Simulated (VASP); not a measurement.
An input for Ansatz (written as the equivalent of a VASP run, and not itself run):

Ansatz 0.2 input:
```yaml
crystal:
  lattice:
    - [1.6533953, -5.0595425, 0.0000000]
    - [1.6533953, 5.0595425, 0.0000000]
    - [0.0000000, 0.0000000, 4.1376383]
  atoms:
    - { symbol: P, position: [0.1066656, 0.8933344, 0.9283218] }
    - { symbol: P, position: [0.3933344, 0.6066656, 0.4283218] }
    - { symbol: P, position: [0.6066656, 0.3933344, 0.5716782] }
    - { symbol: P, position: [0.8933344, 0.1066656, 0.0716782] }
kpoints:
  mp_grid: { grid: [9, 9, 7] }
hamiltonian:
  xc: lda
  pseudopotentials: { kind: paw }
scf:
  occupations: { method: methfessel_paxton, width: 0.1 }
  max_iter: 100
relax:
  max_steps: 60
  f_tol: 0.02
  cell: {}
output: { forces: true, stress: true, eigenvalues: true }
```

**Question.** Write the VASP files for the same calculation (LDA).

**Answer.** Several could match; the one computed here: 
### POSCAR
```
P
1.0
  1.6533952620  -5.0595424646   0.0000000000
  1.6533952620   5.0595424646   0.0000000000
  0.0000000000   0.0000000000   4.1376382772
P
4
direct
  0.1066655815   0.8933344185   0.9283217849
  0.3933344185   0.6066655815   0.4283217849
  0.6066655815   0.3933344185   0.5716782151
  0.8933344185   0.1066655815   0.0716782151
```

**KPOINTS**
```
Automatic mesh
0
Gamma
9 9 7
0 0 0
```

### INCAR
```
SYSTEM=P
PREC=Accurate; ENCUT=400; LREAL=.FALSE.
LASPH=.TRUE.
EDIFF=1E-6; NELM=100; ALGO=Normal
ISMEAR=1; SIGMA=0.1
IBRION=2; NSW=60; ISIF=3
EDIFFG=-0.02
LWAVE=.FALSE.; LCHARG=.FALSE.
```

POTCAR, in this order: P (LDA.64 set). Program: vasp_std.

The two are equivalent in intent, not identical: each code has its own PAW files, so the cut-off isn't converted (ENCUT is set for VASP's; basis.ecutwfc is left out, and Ansatz then takes the one that its files recommend); Ansatz stops its SCF on the density residual and VASP on the energy change (EDIFF); Ansatz's lda is the Perdew-Wang form, while the LDA potentials of VASP carry Perdew-Zunger's.

The compound is P in the black structure. It was relaxed first, which changed the volume by -9 %. The start is the result of an earlier pass.
